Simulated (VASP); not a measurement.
Consider the following.

```yaml
crystal:
  lattice:
    - [2.88555, 0.00000, 0.00000]
    - [-1.44277, 2.49896, 0.00000]
    - [0.00000, 0.00000, 9.20274]
  atoms:
    - { symbol: Ti, position: [0.00000, 0.00000, 0.00000] }
    - { symbol: Ti, position: [0.00000, 0.00000, 0.50000] }
    - { symbol: Al, position: [0.33333, 0.66667, 0.25000] }
    - { symbol: Al, position: [0.66667, 0.33333, 0.75000] }
```

Computed with r2SCAN meta-GGA, VASP's PBE PAW potentials (set 64) (plane waves; VASP). Settings: 400 eV cut-off, 14×14×4 Γ-centred mesh, tetrahedra with Blöchl corrections, potentials Ti_sv Al.

The cores are frozen, which limits the accuracy of field gradients.

**Question.** Give the principal components of the electric field gradient (V/Å²) and the asymmetry η at each nucleus.

**Answer.** 
| atom | Vxx | Vyy | Vzz | η |
|---|---|---|---|---|
| Ti1 | -16.4 | -16.4 | 32.7 | 0.00 |
| Ti2 | -16.4 | -16.4 | 32.7 | 0.00 |
| Al3 | 18.7 | 18.7 | -37.4 | 0.00 |
| Al4 | 18.7 | 18.7 | -37.4 | 0.00 |

The structure was generated: TiAl was put into the NiAs type type (P6_3/mmc), which need not be its known phase. It was relaxed first, which changed the volume by -39 %.
